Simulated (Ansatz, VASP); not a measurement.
# Ba2Tl5V3O12 in VASP and in Ansatz

```
Ba V Tl O
1.0
     4.23698    2.44622    6.12840
    -4.23698    2.44622    6.12840
     0.00000   -4.89244    6.12840
Ba V Tl O
2 3 5 12
Cartesian
  0.0000 0.0000 9.1926
  0.0000 0.0000 0.0000
  0.0000 2.4462 6.1284
  -2.1185 -1.2231 6.1284
  2.1185 -1.2231 6.1284
  0.0000 -2.4462 3.0642
  2.1185 1.2231 3.0642
  -2.1185 1.2231 3.0642
  0.0000 0.0000 13.6133
  0.0000 0.0000 4.7719
  2.6932 -0.0671 7.4143
  -1.2885 2.3659 7.4143
  -1.4047 -2.2988 7.4143
  -1.4047 2.2988 10.9708
  2.6932 0.0671 10.9708
  -1.2884 -2.3659 10.9708
  -2.6932 0.0671 10.9708
  1.2884 -2.3659 10.9708
  1.4047 2.2988 10.9708
  1.4047 -2.2988 7.4143
  -2.6932 -0.0671 7.4143
  1.2885 2.3659 7.4143
```

The cell was built by a generator and needn't be a form met in nature.

Alike in both runs: functional PBE; k mesh 4 × 4 × 4; occupations fermi-dirac, width 0.05 eV; collinear spin, ferromagnetic start.

```csv
,VASP,Ansatz
version,VASP 6.6.1,Ansatz 0.2.0
potentials or method,"VASP PAW PBE potentials, release 64 (Ba_sv, V_sv, Tl_d, O)",Ansatz PAW
plane-wave cutoff (eV),520,420
valence electrons in the cell,196,196
task,electrostatic potential,single point
```

Ansatz gave:

* gap on the k mesh at the Fermi level (eV): none
* pressure (GPa): 0.0
* largest component of the traceless stress (GPa): 0.02
* rms of the force components (eV/Å): 0.007
* net moment per atom (μB): 0.05
* size of the moment on the site where the two differ most (μB): 0.23

Q: Which values does VASP return?

A: gap on the k mesh at the Fermi level (eV): none; pressure (GPa): 0.4; largest component of the traceless stress (GPa): 0.16; rms of the force components (eV/Å): 0.029; net moment per atom (μB): 0.05; size of the moment on the site where the two differ most (μB): 0.34.

Site moments also hang on the region over which each program counts them. Atom by atom the forces differ by 0.036 eV/Å (rms over components). A gap of «none» marks a metal or a gap that the smearing closes. With one functional, cell and mesh, what is left measures potentials, basis and numerics.

Caveats: semilocal functionals often make such compounds metallic where correlation or magnetic order opens a gap, which also shifts bond lengths; the pressure holds a Pulay correction of +0.4 GPa for the finite cutoff (Ansatz). With open d or f shells a metallic result of PBE can be an artefact of self-interaction; +U or a hybrid may open a gap. Spin-orbit coupling is left out, which matters for the levels of Ba, Tl.
